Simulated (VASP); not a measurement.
All values below come from PBE GGA, VASP's PBE PAW potentials (set 64) (plane waves; VASP).

VASP input:

### POSCAR
```
NbP
1
    0.0000000000     2.7883638737     2.7883638737
    2.7883638737     0.0000000000     2.7883638737
    2.7883638737     2.7883638737     0.0000000000
Nb P
1 1
Direct
  0.0000000000   0.0000000000   0.0000000000
  0.2500000000   0.2500000000   0.2500000000
```

### KPOINTS
```
k-points along high-symmetry lines
15
Line-mode
Reciprocal
  0.000000   0.000000   0.000000 ! GAMMA
 -0.500000  -0.500000   0.000000 ! X

 -0.500000  -0.500000   0.000000 ! X
 -0.375000  -0.375000   0.250000 ! U

 -0.375000  -0.000000   0.375000 ! K
  0.000000   0.000000   0.000000 ! GAMMA

  0.000000   0.000000   0.000000 ! GAMMA
  0.000000   0.000000   0.500000 ! L

  0.000000   0.000000   0.500000 ! L
 -0.500000  -0.250000   0.250000 ! W

 -0.500000  -0.250000   0.250000 ! W
 -0.500000  -0.500000   0.000000 ! X
```

INCAR:
```
SYSTEM  =  NbP
PREC  =  Accurate; ENCUT  =  400; LREAL  =  .False.
LASPH  =  .True.; ICHARG  =  11
EDIFF  =  1E-7; NELM  =  100; ALGO  =  Normal
LMAXMIX  =  4
ISMEAR  =  0; SIGMA  =  0.05
GGA  =  PE
LWAVE  =  .False.; LCHARG  =  .False.; LORBIT  =  11
```

POTCAR, in this order: Nb_sv P (PBE.64 set). Program: vasp_std. Read from the step before: CHGCAR.

Output

**OUTCAR**
```
 ion  position               nearest neighbor table
   1  0.000  0.000  0.000-   2 2.41   2 2.41   2 2.41   2 2.41
   2  0.250  0.250  0.250-   1 2.41   1 2.41   1 2.41   1 2.41
  LATTYP: Found a face centered cubic cell.
 ALAT       =     5.5767277474
 Subroutine PRICEL returns:
 Original cell was already a primitive cell.
 Subroutine GETGRP returns: Found 24 space group operations
The static configuration has the point symmetry T_d .
The dynamic configuration has the point symmetry T_d .
 Subroutine INISYM returns: Found 24 space group operations
   k-points           NKPTS =     90   k-points in BZ     NKDIM =     90   number of bands    NBANDS=     13
   number of dos      NEDOS =    301   number of ions     NIONS =      2
   total plane-waves  NPLWV =  21952
   dimension x,y,z NGX =    28 NGY =   28 NGZ =   28
   dimension x,y,z NGXF=    56 NGYF=   56 NGZF=   56
   ions per type =               1   1
   PREC   = accura    normal or accurate (medium, high low for compatibility)
   ISTART =      0    job   : 0-new  1-cont  2-samecut
   ICHARG =     11    charge: 1-file 2-atom 10-const
   ISPIN  =      1    spin polarized calculation?
   LNONCOLLINEAR =      F non collinear calculations
   LSORBIT =      F    spin-orbit coupling
   INIWAV =      1    electr: 0-lowe 1-rand  2-diag
   ENCUT  =  400.0 eV  29.40 Ry    5.42 a.u.   6.43  6.43  6.43*2*pi/ulx,y,z
   NELM   =    100;   NELMIN=  2; NELMDL= -5     # of ELM steps
   EDIFF  = 0.1E-06   stopping-criterion for ELM
   LREAL  =      F    real-space projection
   NLSPLINE    = F    spline interpolate recip. space projectors
   LMAXMIX     =    4 max onsite mixed and CHGCAR
   VOSKOWN=      0    Vosko Wilk Nusair interpolation
   EDIFFG = 0.1E-05   stopping-criterion for IOM
   NSW    =      0    number of steps for IOM
   NBLOCK =      1;   KBLOCK =      1    inner block; outer block
   IBRION =     -1    ionic relax: 0-MD 1-quasi-New 2-CG
   NFREE  =      0    steps in history (QN), initial steepest desc. (CG)
   ISIF   =      2    stress and relaxation
   ISYM   =      2    0-nonsym 1-usesym 2-fastsym
   TEIN   =    0.0    initial temperature
   TEBEG  =    0.0;   TEEND  =   0.0 temperature during run
...
```

File OSZICAR:
```
       N       E                     dE             d eps       ncg     rms          rms(c)
DAV:   1     0.116625005029E+03    0.11663E+03   -0.83682E+03  2372   0.108E+03
DAV:   2    -0.867574125177E+01   -0.12530E+03   -0.12163E+03  2935   0.358E+02
DAV:   3    -0.153064179182E+02   -0.66307E+01   -0.64223E+01  3750   0.655E+01
DAV:   4    -0.156224455927E+02   -0.31603E+00   -0.31379E+00  3347   0.139E+01
DAV:   5    -0.156357660930E+02   -0.13321E-01   -0.13309E-01  3868   0.239E+00
DAV:   6    -0.156358662615E+02   -0.10017E-03   -0.10016E-03  3219   0.213E-01
DAV:   7    -0.156358689223E+02   -0.26608E-05   -0.26605E-05  3370   0.304E-02
DAV:   8    -0.156358689950E+02   -0.72633E-07   -0.72005E-07  3145   0.521E-03
   1 F= -.15635869E+02 E0= -.15631642E+02  d E =-.845406E-02
```

File OUTCAR:
```
 val. band max:        7.0275701095   @ k =  -0.0268   0.0000   0.0268

 cond. band min:       7.0335569995   @ k =  -0.4286  -0.2143   0.2857



 k-point     1 :       0.0000    0.0000    0.0000
  band No.  band energies     occupation
      1     -48.2619      2.00000
      2     -24.3377      2.00000
      3     -24.3377      2.00000
      4     -24.3377      2.00000
      5      -4.3824      2.00000
      6       3.2844      2.00000
      7       3.2844      2.00000
      8       3.2844      2.00000
      9       7.0504      0.61314
     10       7.0504      0.61314
     11       9.9128      0.00000
     12      12.6998      0.00000
     13      12.6998      0.00000

 k-point     2 :      -0.0357   -0.0357    0.0000
  band No.  band energies     occupation
      1     -48.2618      2.00000
      2     -24.3392      2.00000
      3     -24.3383      2.00000
      4     -24.3383      2.00000
      5      -4.3662      2.00000
      6       3.2573      2.00000
      7       3.2964      2.00000
      8       3.2964      2.00000
      9       7.0194      1.28878
     10       7.0618      0.40780
     11       9.9723      0.00000
     12      12.6613      0.00000
     13      12.7102      0.00000

 k-point     3 :      -0.0714   -0.0714    0.0000
  band No.  band energies     occupation
      1     -48.2616      2.00000
      2     -24.3431      2.00000
      3     -24.3397      2.00000
      4     -24.3397      2.00000
      5      -4.3176      2.00000
      6       3.1808      2.00000
      7       3.3327      2.00000
      8       3.3327      2.00000
      9       6.9311      1.99589
     10       7.0961      0.07208
     11      10.1462      0.00000
     12      12.5414      0.00000
     13      12.5509      0.00000

 k-point     4 :      -0.1071   -0.1071    0.0000
  band No.  band energies     occupation
      1     -48.2611      2.00000
      2     -24.3490      2.00000
      3     -24.3419      2.00000
      4     -24.3419      2.00000
...
```

The density is held fixed in this step, so its total energy and stress have no physical meaning.

The structure was generated: NbP was put into the zinc blende type (F-43m), which need not be its known phase. It was relaxed first, which changed the volume by -29 %.
